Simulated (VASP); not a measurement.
Method: PBEsol GGA, VASP's PBE PAW potentials (set 64) (plane waves; VASP).

The input files of a VASP run:

### INCAR
```
SYSTEM = TiTe
PREC = Accurate; ENCUT = 400; LREAL = .FALSE.
LASPH = .TRUE.
EDIFF = 1E-6; NELM = 100; ALGO = Normal
LMAXMIX = 4
ISMEAR = 1; SIGMA = 0.1
GGA = PS
IBRION = 2; NSW = 60; ISIF = 3
EDIFFG = -0.01
LWAVE = .FALSE.; LCHARG = .FALSE.
```

POSCAR:
```
TiTe
1.0
  3.8740000000   0.0000000000   0.0000000000
  0.0000000000   3.8740000000   0.0000000000
  0.0000000000   0.0000000000   3.8740000000
Ti Te
1 1
Cart
  0.0000000000   0.0000000000   0.0000000000
  1.9370000000   1.9370000000   1.9370000000
```

KPOINTS:
```
Regular mesh
0
G
 9 9 9
0 0 0
```

POTCAR, in this order: Ti_sv Te (PBE.64 set). Program: vasp_std.

What VASP printed:

### OUTCAR
```
 ion  position               nearest neighbor table
   1  0.000  0.000  0.000-
   2  0.500  0.500  0.500-
  LATTYP: Found a simple cubic cell.
 ALAT       =     3.8740000000
 Subroutine PRICEL returns:
 Original cell was already a primitive cell.
 Subroutine GETGRP returns: Found 48 space group operations
The static configuration has the point symmetry O_h .
The dynamic configuration has the point symmetry O_h .
 Subroutine INISYM returns: Found 48 space group operations
 Subroutine IBZKPT returns following result:
 Found     35 irreducible k-points:

 Following reciprocal coordinates:
            Coordinates               Weight
  0.000000  0.000000  0.000000      1.000000
  0.111111  0.000000  0.000000      6.000000
  0.222222  0.000000  0.000000      6.000000
  0.333333  0.000000  0.000000      6.000000
  0.444444  0.000000  0.000000      6.000000
  0.111111  0.111111  0.000000     12.000000
  0.222222  0.111111  0.000000     24.000000
  0.333333  0.111111  0.000000     24.000000
  0.444444  0.111111  0.000000     24.000000
  0.222222  0.222222  0.000000     12.000000
  0.333333  0.222222  0.000000     24.000000
  0.444444  0.222222  0.000000     24.000000
  0.333333  0.333333  0.000000     12.000000
  0.444444  0.333333  0.000000     24.000000
  0.444444  0.444444  0.000000     12.000000
  0.111111  0.111111  0.111111      8.000000
  0.222222  0.111111  0.111111     24.000000
  0.333333  0.111111  0.111111     24.000000
  0.444444  0.111111  0.111111     24.000000
  0.222222  0.222222  0.111111     24.000000
  0.333333  0.222222  0.111111     48.000000
  0.444444  0.222222  0.111111     48.000000
  0.333333  0.333333  0.111111     24.000000
  0.444444  0.333333  0.111111     48.000000
...
```

**OSZICAR**
```
       N       E                     dE             d eps       ncg     rms          rms(c)
DAV:   1     0.103142757863E+03    0.10314E+03   -0.75210E+03   923   0.111E+03
DAV:   2    -0.422391311162E+01   -0.10737E+03   -0.10473E+03   965   0.291E+02
DAV:   3    -0.133486833181E+02   -0.91248E+01   -0.88664E+01  1517   0.784E+01
DAV:   4    -0.136205533682E+02   -0.27187E+00   -0.27076E+00  1144   0.122E+01
DAV:   5    -0.136334947139E+02   -0.12941E-01   -0.12940E-01  1415   0.255E+00    0.904E+00
DAV:   6    -0.121669085022E+02    0.14666E+01   -0.22584E+01  1414   0.365E+01    0.745E+00
DAV:   7    -0.114742460004E+02    0.69266E+00   -0.77959E+00  1304   0.227E+01    0.274E+00
DAV:   8    -0.113618507244E+02    0.11240E+00   -0.55216E-01  1046   0.580E+00    0.112E+00
DAV:   9    -0.113722111540E+02   -0.10360E-01   -0.98828E-02  1402   0.188E+00    0.106E+00
DAV:  10    -0.113623638397E+02    0.98473E-02   -0.85638E-02  1309   0.271E+00    0.409E-01
DAV:  11    -0.113611651148E+02    0.11987E-02   -0.40585E-03  1120   0.528E-01    0.268E-01
DAV:  12    -0.113609078095E+02    0.25731E-03   -0.12034E-03  1347   0.263E-01    0.721E-02
DAV:  13    -0.113609092906E+02   -0.14811E-05   -0.30084E-05  1165   0.481E-02    0.329E-02
DAV:  14    -0.113609085300E+02    0.76054E-06   -0.39080E-06   920   0.150E-02
   1 F= -.11360909E+02 E0= -.11362245E+02  d E =-.113609E+02
       N       E                     dE             d eps       ncg     rms          rms(c)
DAV:   1    -0.564404387264E+02   -0.45080E+02   -0.10449E+03   935   0.370E+02    0.547E+01
DAV:   2    -0.170842548045E+02    0.39356E+02   -0.10185E+02   920   0.183E+02    0.172E+01
DAV:   3    -0.126509669126E+02    0.44333E+01   -0.23447E+01  1341   0.448E+01    0.838E+00
DAV:   4    -0.132269339733E+02   -0.57597E+00   -0.93389E+00  1239   0.289E+01    0.551E+00
DAV:   5    -0.136061191857E+02   -0.37919E+00   -0.59060E-01  1160   0.702E+00    0.635E+00
DAV:   6    -0.137388796721E+02   -0.13276E+00   -0.36584E-02  1322   0.194E+00    0.677E+00
DAV:   7    -0.127344209290E+02    0.10045E+01   -0.57374E+00  1181   0.266E+01    0.459E+00
DAV:   8    -0.128097979885E+02   -0.75377E-01   -0.21160E-01  1283   0.382E+00    0.325E+00
DAV:   9    -0.128150336903E+02   -0.52357E-02   -0.35933E-02  1183   0.203E+00    0.380E-01
DAV:  10    -0.128195478625E+02   -0.45142E-02   -0.25233E-02  1240   0.179E+00    0.839E-01
DAV:  11    -0.128165350964E+02    0.30128E-02   -0.21735E-02  1098   0.170E+00    0.266E-01
DAV:  12    -0.128165042371E+02    0.30859E-04   -0.81672E-04  1050   0.330E-01    0.112E-01
DAV:  13    -0.128164607919E+02    0.43445E-04   -0.11111E-04  1286   0.112E-01    0.103E-01
DAV:  14    -0.128164528311E+02    0.79608E-05   -0.35848E-05  1318   0.506E-02    0.255E-02
DAV:  15    -0.128164530072E+02   -0.17606E-06   -0.38120E-06  1018   0.185E-02
   2 F= -.12816453E+02 E0= -.12816733E+02  d E =-.145554E+01
       N       E                     dE             d eps       ncg     rms          rms(c)
DAV:   1    -0.145461718627E+02   -0.17297E+01   -0.33616E+01   988   0.829E+01    0.117E+01
DAV:   2    -0.135043558130E+02    0.10418E+01   -0.17189E+01  1112   0.479E+01    0.373E+00
DAV:   3    -0.129080564865E+02    0.59630E+00   -0.20164E+00  1097   0.148E+01    0.139E+00
DAV:   4    -0.128967465819E+02    0.11310E-01   -0.43403E-01  1135   0.362E+00    0.921E-01
DAV:   5    -0.128983091166E+02   -0.15625E-02   -0.45809E-02  1227   0.214E+00    0.846E-01
DAV:   6    -0.129161674426E+02   -0.17858E-01   -0.34397E-02  1364   0.169E+00    0.349E-01
DAV:   7    -0.129152574478E+02    0.90999E-03   -0.33117E-02  1282   0.175E+00    0.201E-01
DAV:   8    -0.129147047069E+02    0.55274E-03   -0.19733E-03  1121   0.472E-01    0.166E-01
DAV:   9    -0.129146988391E+02    0.58678E-05   -0.10939E-04  1277   0.101E-01    0.463E-02
DAV:  10    -0.129146424529E+02    0.56386E-04   -0.25996E-04  1317   0.153E-01    0.272E-02
DAV:  11    -0.129146445641E+02   -0.21112E-05   -0.98168E-06  1210   0.256E-02    0.205E-02
DAV:  12    -0.129146436437E+02    0.92042E-06   -0.45681E-06  1023   0.191E-02
   3 F= -.12914644E+02 E0= -.12915015E+02  d E =-.155374E+01
       N       E                     dE             d eps       ncg     rms          rms(c)
DAV:   1    -0.129302555443E+02   -0.15611E-01   -0.34900E-01   970   0.808E+00    0.110E+00
DAV:   2    -0.129175788048E+02    0.12677E-01   -0.11443E-01  1097   0.415E+00    0.336E-01
DAV:   3    -0.129139026425E+02    0.36762E-02   -0.15189E-02  1105   0.127E+00    0.152E-01
DAV:   4    -0.129136446589E+02    0.25798E-03   -0.36183E-03   980   0.503E-01    0.857E-02
DAV:   5    -0.129137259098E+02   -0.81251E-04   -0.25740E-04  1138   0.116E-01    0.890E-02
DAV:   6    -0.129137642007E+02   -0.38291E-04   -0.27481E-05  1268   0.277E-02    0.742E-02
DAV:   7    -0.129139030114E+02   -0.13881E-03   -0.25446E-04  1304   0.113E-01    0.413E-02
DAV:   8    -0.129139028721E+02    0.13933E-06   -0.53043E-05  1091   0.487E-02    0.294E-02
DAV:   9    -0.129139029142E+02   -0.42070E-07   -0.20208E-06   872   0.960E-03
   4 F= -.12913903E+02 E0= -.12914267E+02  d E =-.155299E+01
       N       E                     dE             d eps       ncg     rms          rms(c)
DAV:   1    -0.129531595765E+02   -0.39257E-01   -0.81261E-01   980   0.124E+01    0.171E+00
DAV:   2    -0.129245140663E+02    0.28646E-01   -0.29755E-01  1086   0.658E+00    0.545E-01
DAV:   3    -0.129142472022E+02    0.10267E-01   -0.41199E-02  1118   0.210E+00    0.232E-01
DAV:   4    -0.129136646234E+02    0.58258E-03   -0.83825E-03  1010   0.730E-01    0.131E-01
DAV:   5    -0.129138571661E+02   -0.19254E-03   -0.53411E-04  1152   0.171E-01    0.129E-01
DAV:   6    -0.129141997051E+02   -0.34254E-03   -0.66092E-04  1399   0.138E-01    0.507E-02
DAV:   7    -0.129142392426E+02   -0.39538E-04   -0.13186E-04  1382   0.933E-02    0.479E-02
DAV:   8    -0.129142382952E+02    0.94741E-06   -0.88276E-06  1238   0.204E-02
   5 F= -.12914238E+02 E0= -.12914611E+02  d E =-.335381E-03
       N       E                     dE             d eps       ncg     rms          rms(c)
DAV:   1    -0.129213333455E+02   -0.70941E-02   -0.14183E-01   975   0.514E+00    0.702E-01
DAV:   2    -0.129162131657E+02    0.51202E-02   -0.47262E-02  1097   0.265E+00    0.222E-01
DAV:   3    -0.129146591261E+02    0.15540E-02   -0.63996E-03  1105   0.821E-01    0.101E-01
DAV:   4    -0.129145521217E+02    0.10700E-03   -0.14899E-03   980   0.320E-01    0.521E-02
DAV:   5    -0.129145896138E+02   -0.37492E-04   -0.10925E-04  1167   0.751E-02    0.525E-02
DAV:   6    -0.129146294297E+02   -0.39816E-04   -0.39185E-05  1307   0.341E-02    0.298E-02
DAV:   7    -0.129146598533E+02   -0.30424E-04   -0.60862E-05  1317   0.564E-02    0.239E-02
DAV:   8    -0.129146600768E+02   -0.22357E-06   -0.97919E-06   997   0.225E-02
   6 F= -.12914660E+02 E0= -.12915031E+02  d E =-.757163E-03
```

**OUTCAR**
```
------------------------ aborting loop because EDIFF is reached ----------------------------------------
  FORCE on cell =-STRESS in cart. coord.  units (eV):
  Direction    XX          YY          ZZ          XY          YZ          ZX
  --------------------------------------------------------------------------------------
  Total       -0.0097683     -0.0097683     -0.0097683      0.0000000      0.0000000      0.0000000
  in kB       -0.4059580     -0.4059580     -0.4059580      0.0000000      0.0000000      0.0000000
  external PRESSURE =      -0.4059580 kB  Pullay stress =       0.0000000 kB
  volume of cell :       38.55
      direct lattice vectors                 reciprocal lattice vectors
     3.378177710  0.000000000  0.000000000     0.296017583 -0.000000000 -0.000000000
     0.000000000  3.378177710 -0.000000000    -0.000000000  0.296017583  0.000000000
     0.000000000 -0.000000000  3.378177710    -0.000000000  0.000000000  0.296017583
 POSITION                                       TOTAL-FORCE (eV/Angst)
 -----------------------------------------------------------------------------------
      0.00000      0.00000      0.00000        -0.000000      0.000000      0.000000
      1.68909      1.68909      1.68909         0.000000     -0.000000      0.000000
 -----------------------------------------------------------------------------------
    total drift:                               -0.000000     -0.000000     -0.000000
  FREE ENERGIE OF THE ION-ELECTRON SYSTEM (eV)
  ---------------------------------------------------
  free  energy   TOTEN  =       -12.9146600768 eV

  energy  without entropy=      -12.9157728948  energy(sigma->0) =      -12.91503102

 reached required accuracy - stopping structural energy minimisation
```
(Selected blocks of OUTCAR.)

### CONTCAR
```
TiTe
   1.00000000000000
     3.3781777096964487    0.0000000000000000    0.0000000000000000
     0.0000000000000000    3.3781777096964491   -0.0000000000000000
     0.0000000000000000   -0.0000000000000000    3.3781777096964491
  Ti              Te
     1     1
Direct
     0.0000000000000000    0.0000000000000000    0.0000000000000000
     0.5000000000000000    0.5000000000000000    0.5000000000000000
```

Energy and stress use the plane-wave basis of the starting cell.

The structure was generated: TiTe was put into the CsCl type type (Pm-3m), which need not be its known phase. This run relaxes it. Symmetry was kept, so distortions that lower it aren't found.
